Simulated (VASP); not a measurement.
Level of theory: r2SCAN meta-GGA, VASP's PBE PAW potentials (set 64) (plane waves; VASP).

Input for VASP

**INCAR**
```
! general
SYSTEM  = HfC
PREC    = Normal
ENCUT   = 450
LREAL   = .FALSE.
LASPH   = .TRUE.

! electronic loop
EDIFF   = 1E-5
NELM    = 100
NELMIN  = 4
ALGO    = Normal
LMAXMIX = 6
LMIXTAU = .TRUE.

! smearing
ISMEAR  = 1
SIGMA   = 0.1

! functional
METAGGA = R2SCAN

! ions
IBRION  = 2
NSW     = 20
ISIF    = 2
EDIFFG  = -0.03

! output
LWAVE   = .FALSE.
LCHARG  = .FALSE.
```

POSCAR:
```
HfC
1
    0.0000000000     2.3172153949     2.3172153949
    2.3172153949     0.0000000000     2.3172153949
    2.3172153949     2.3172153949     0.0000000000
Hf C
1 1
Direct
  0.0000000000   0.0000000000   0.0000000000
  0.5000000000   0.5000000000   0.5000000000
```

File KPOINTS:
```
Automatic mesh
0
Gamma
15 15 15
0 0 0
```

POTCAR, in this order: Hf_pv C (PBE.64 set). Program: vasp_std.

Output of the run:

OSZICAR:
```
       N       E                     dE             d eps       ncg     rms          rms(c)
DAV:   1    -0.171862163907E+02   -0.17186E+02   -0.74791E+03  2648   0.112E+03
DAV:   2    -0.616516842216E+02   -0.44465E+02   -0.42447E+02  3360   0.213E+02
DAV:   3    -0.631834151549E+02   -0.15317E+01   -0.15132E+01  3404   0.309E+01
DAV:   4    -0.631961792802E+02   -0.12764E-01   -0.12753E-01  3176   0.310E+00
DAV:   5    -0.631963437303E+02   -0.16445E-03   -0.16443E-03  3546   0.288E-01    0.636E+01
DAV:   6    -0.568204702462E+02    0.63759E+01   -0.13460E+01  2994   0.237E+01    0.405E+01
DAV:   7    -0.579840045137E+02   -0.11635E+01   -0.62425E-01  2883   0.807E+00    0.219E+01
DAV:   8    -0.566555017428E+02    0.13285E+01   -0.50896E-01  2985   0.703E+00    0.544E+00
DAV:   9    -0.571601383099E+02   -0.50464E+00   -0.56104E-01  2928   0.713E+00    0.168E+00
DAV:  10    -0.573516708783E+02   -0.19153E+00   -0.86738E-02  2903   0.282E+00    0.133E+00
DAV:  11    -0.573397153671E+02    0.11956E-01   -0.86008E-03  3043   0.863E-01    0.847E-01
DAV:  12    -0.573359740217E+02    0.37413E-02   -0.11514E-03  2904   0.363E-01    0.243E-01
DAV:  13    -0.573433082028E+02   -0.73342E-02   -0.30602E-03  2875   0.590E-01    0.196E-01
DAV:  14    -0.573442454395E+02   -0.93724E-03   -0.14983E-03  3293   0.344E-01    0.154E-01
DAV:  15    -0.573442421420E+02    0.32975E-05   -0.94605E-06  2376   0.319E-02
   1 F= -.57344242E+02 E0= -.57344069E+02  d E =-.573442E+02
```

File OUTCAR:
```
------------------------ aborting loop because EDIFF is reached ----------------------------------------
  FORCE on cell =-STRESS in cart. coord.  units (eV):
  Direction    XX          YY          ZZ          XY          YZ          ZX
  --------------------------------------------------------------------------------------
  Total       -0.0424294     -0.0424294     -0.0424294      0.0000000      0.0000000     -0.0000000
  in kB       -2.7317989     -2.7317989     -2.7317989      0.0000000      0.0000000     -0.0000000
  external PRESSURE =      -2.7317989 kB  Pullay stress =       0.0000000 kB
  volume of cell :       24.88
      direct lattice vectors                 reciprocal lattice vectors
     0.000000000  2.317215395  2.317215395    -0.215776229  0.215776229  0.215776229
     2.317215395  0.000000000  2.317215395     0.215776229 -0.215776229  0.215776229
     2.317215395  2.317215395  0.000000000     0.215776229  0.215776229 -0.215776229
 POSITION                                       TOTAL-FORCE (eV/Angst)
 -----------------------------------------------------------------------------------
      0.00000      0.00000      0.00000         0.000000      0.000000     -0.000000
      2.31722      2.31722      2.31722        -0.000000     -0.000000      0.000000
 -----------------------------------------------------------------------------------
    total drift:                               -0.000000      0.000000      0.000000
  FREE ENERGIE OF THE ION-ELECTRON SYSTEM (eV)
  ---------------------------------------------------
  free  energy   TOTEN  =       -57.3442421420 eV

  energy  without entropy=      -57.3437237990  energy(sigma->0) =      -57.34406936

 reached required accuracy - stopping structural energy minimisation
```
(Selected blocks of OUTCAR.)

At this cut-off the stress carries a Pulay error, which pulls relaxed volumes low.

The compound is HfC in the rock salt structure. It was relaxed first.
